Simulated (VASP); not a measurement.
Output of a VASP run:

OUTCAR:
```
 ion  position               nearest neighbor table
   1  0.000  0.000  0.000-   2 2.25   2 2.25   2 2.25   2 2.25   2 2.25   2 2.25
   2  0.500  0.500  0.500-   1 2.25   1 2.25   1 2.25   1 2.25   1 2.25   1 2.25
  LATTYP: Found a face centered cubic cell.
 ALAT       =     4.5044652810
 Subroutine PRICEL returns:
 Original cell was already a primitive cell.
 Subroutine GETGRP returns: Found 48 space group operations
The static configuration has the point symmetry O_h .
The dynamic configuration has the point symmetry O_h .
 Subroutine INISYM returns: Found 48 space group operations
 Subroutine IBZKPT returns following result:
 Found     47 irreducible k-points:

 Following reciprocal coordinates:
            Coordinates               Weight
  0.000000  0.000000  0.000000      1.000000
  0.100000  0.000000  0.000000      8.000000
  0.200000  0.000000  0.000000      8.000000
  0.300000  0.000000  0.000000      8.000000
  0.400000  0.000000  0.000000      8.000000
  0.500000  0.000000  0.000000      4.000000
  0.100000  0.100000  0.000000      6.000000
  0.200000  0.100000  0.000000     24.000000
  0.300000  0.100000  0.000000     24.000000
  0.400000  0.100000  0.000000     24.000000
  0.500000  0.100000  0.000000     24.000000
 -0.400000  0.100000  0.000000     24.000000
 -0.300000  0.100000  0.000000     24.000000
 -0.200000  0.100000  0.000000     24.000000
 -0.100000  0.100000  0.000000     12.000000
  0.200000  0.200000  0.000000      6.000000
  0.300000  0.200000  0.000000     24.000000
  0.400000  0.200000  0.000000     24.000000
  0.500000  0.200000  0.000000     24.000000
 -0.400000  0.200000  0.000000     24.000000
 -0.300000  0.200000  0.000000     24.000000
 -0.200000  0.200000  0.000000     12.000000
  0.300000  0.300000  0.000000      6.000000
  0.400000  0.300000  0.000000     24.000000
  0.500000  0.300000  0.000000     24.000000
 -0.400000  0.300000  0.000000     24.000000
 -0.300000  0.300000  0.000000     12.000000
  0.400000  0.400000  0.000000      6.000000
  0.500000  0.400000  0.000000     24.000000
 -0.400000  0.400000  0.000000     12.000000
  0.500000  0.500000  0.000000      3.000000
  0.300000  0.200000  0.100000     24.000000
  0.400000  0.200000  0.100000     48.000000
  0.500000  0.200000  0.100000     48.000000
 -0.400000  0.200000  0.100000     24.000000
  0.400000  0.300000  0.100000     24.000000
  0.500000  0.300000  0.100000     48.000000
 -0.400000  0.300000  0.100000     48.000000
 -0.300000  0.300000  0.100000     48.000000
 -0.200000  0.300000  0.100000     24.000000
   k-points           NKPTS =     47   k-points in BZ     NKDIM =     47   number of bands    NBANDS=     11
   number of dos      NEDOS =    301   number of ions     NIONS =      2
   total plane-waves  NPLWV =  13824
   dimension x,y,z NGX =    24 NGY =   24 NGZ =   24
   dimension x,y,z NGXF=    48 NGYF=   48 NGZF=   48
   ions per type =               1   1
   PREC   = accura    normal or accurate (medium, high low for compatibility)
   ISTART =      0    job   : 0-new  1-cont  2-samecut
   ICHARG =      2    charge: 1-file 2-atom 10-const
   ISPIN  =      1    spin polarized calculation?
   LNONCOLLINEAR =      F non collinear calculations
   LSORBIT =      F    spin-orbit coupling
   INIWAV =      1    electr: 0-lowe 1-rand  2-diag
   ENCUT  =  520.0 eV  38.22 Ry    6.18 a.u.   5.92  5.92  5.92*2*pi/ulx,y,z
   NELM   =    100;   NELMIN=  2; NELMDL= -5     # of ELM steps
   EDIFF  = 0.1E-06   stopping-criterion for ELM
   LREAL  =      F    real-space projection
   NLSPLINE    = F    spline interpolate recip. space projectors
   LMAXMIX     =    2 max onsite mixed and CHGCAR
   VOSKOWN=      0    Vosko Wilk Nusair interpolation
   EDIFFG = 0.1E-05   stopping-criterion for IOM
   NSW    =      0    number of steps for IOM
   NBLOCK =      1;   KBLOCK =      1    inner block; outer block
   IBRION =     -1    ionic relax: 0-MD 1-quasi-New 2-CG
...
```

File OSZICAR:
```
       N       E                     dE             d eps       ncg     rms          rms(c)
DAV:   1     0.107486978244E+03    0.10749E+03   -0.82122E+03  1043   0.153E+03
DAV:   2    -0.483206822261E+01   -0.11232E+03   -0.10489E+03  1098   0.361E+02
DAV:   3    -0.101265866615E+02   -0.52945E+01   -0.52834E+01  1196   0.818E+01
DAV:   4    -0.101731878202E+02   -0.46601E-01   -0.46596E-01  1126   0.831E+00
DAV:   5    -0.101736395107E+02   -0.45169E-03   -0.45169E-03  1187   0.834E-01    0.509E+00
DAV:   6    -0.937558544628E+01    0.79805E+00   -0.33876E+00  1224   0.198E+01    0.175E+00
DAV:   7    -0.934763154448E+01    0.27954E-01   -0.34884E-02  1046   0.248E+00    0.956E-01
DAV:   8    -0.933253693721E+01    0.15095E-01   -0.19074E-02  1110   0.369E+00    0.108E-01
DAV:   9    -0.933268146277E+01   -0.14453E-03   -0.17905E-03  1166   0.461E-01    0.765E-02
DAV:  10    -0.933261410273E+01    0.67360E-04   -0.32312E-04  1121   0.232E-01    0.690E-03
DAV:  11    -0.933261429784E+01   -0.19511E-06   -0.14385E-05  1181   0.813E-02    0.302E-03
DAV:  12    -0.933261418686E+01    0.11098E-06   -0.41581E-07  1198   0.136E-02    0.541E-04
DAV:  13    -0.933261417757E+01    0.92925E-08   -0.38857E-08   610   0.267E-03
   1 F= -.93326142E+01 E0= -.93326142E+01  d E =-.163491E-21
```

OUTCAR:
```
------------------------ aborting loop because EDIFF is reached ----------------------------------------
  FORCE on cell =-STRESS in cart. coord.  units (eV):
  Direction    XX          YY          ZZ          XY          YZ          ZX
  --------------------------------------------------------------------------------------
  Total       -0.0127756     -0.0127756     -0.0127756      0.0000000      0.0000000     -0.0000000
  in kB       -0.8958230     -0.8958230     -0.8958230      0.0000000      0.0000000     -0.0000000
  external PRESSURE =      -0.8958230 kB  Pullay stress =       0.0000000 kB
  volume of cell :       22.85
      direct lattice vectors                 reciprocal lattice vectors
     0.000000000  2.252232640  2.252232640    -0.222001933  0.222001933  0.222001933
     2.252232640  0.000000000  2.252232640     0.222001933 -0.222001933  0.222001933
     2.252232640  2.252232640  0.000000000     0.222001933  0.222001933 -0.222001933
  FREE ENERGIE OF THE ION-ELECTRON SYSTEM (eV)
  ---------------------------------------------------
  free  energy   TOTEN  =        -9.3326141776 eV

  energy  without entropy=       -9.3326141776  energy(sigma->0) =       -9.33261418
```
(Selected blocks of OUTCAR.)

**POSCAR**
```
NaF
1
    0.0000000000     2.2522326405     2.2522326405
    2.2522326405     0.0000000000     2.2522326405
    2.2522326405     2.2522326405     0.0000000000
Na F
1 1
Direct
  0.0000000000   0.0000000000   0.0000000000
  0.5000000000   0.5000000000   0.5000000000
```

Reconstruct the remaining input files.

One answer among several that fit: the input of the run itself, LDA (Ceperley-Alder, Perdew-Zunger), plane waves, VASP's LDA PAW potentials (set 64).

**KPOINTS**
```
Automatic mesh
0
Gamma
10 10 10
0 0 0
```

### INCAR
```
ALGO  =  Normal
EDIFF  =  1E-7
ENCUT  =  520
ISIF  =  2
ISMEAR  =  0
LASPH  =  T
LCHARG  =  F
LREAL  =  F
LWAVE  =  F
NELM  =  100
PREC  =  Accurate
SIGMA  =  0.05
SYSTEM  =  NaF
```

POTCAR, in this order: Na_pv F (LDA.64 set). Program: vasp_std.

The compound is NaF in the rock salt structure. It was relaxed first, which changed the volume by -8 %.
